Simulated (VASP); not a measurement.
Rh (fcc) relaxed at rising pressure, in one space group throughout; other phases were not tried. The pressures are those reached. Calculation: PBE GGA, VASP's PBE PAW potentials (set 64) (plane waves; VASP).

```csv
P (GPa),V (Å³/atom),k-mesh
-0.03,14.051,16×16×16
4.91,13.796,16×16×16
9.90,13.564,16×16×16
19.81,13.159,17×17×17
29.95,12.812,17×17×17
```

A change of mesh leaves a small step in the series.

**Question.** Fit an equation of state and predict the volume at 44.82 GPa.

**Answer.** Least squares on the third-order Birch-Murnaghan form, P = (3B0/2)(y⁷ − y⁵)[1 + (3/4)(B′ − 4)(y² − 1)] with y = (V0/V)^(1/3), gives V0 = 14.050 Å³/atom, B0 = 256 GPa and B′ = 5.1, and so 12.381 Å³/atom. The run gave 12.381 Å³/atom, +0.0 % from the fit.

Pressures at which the relaxation failed are left out.

The compound is Rh in the fcc structure.
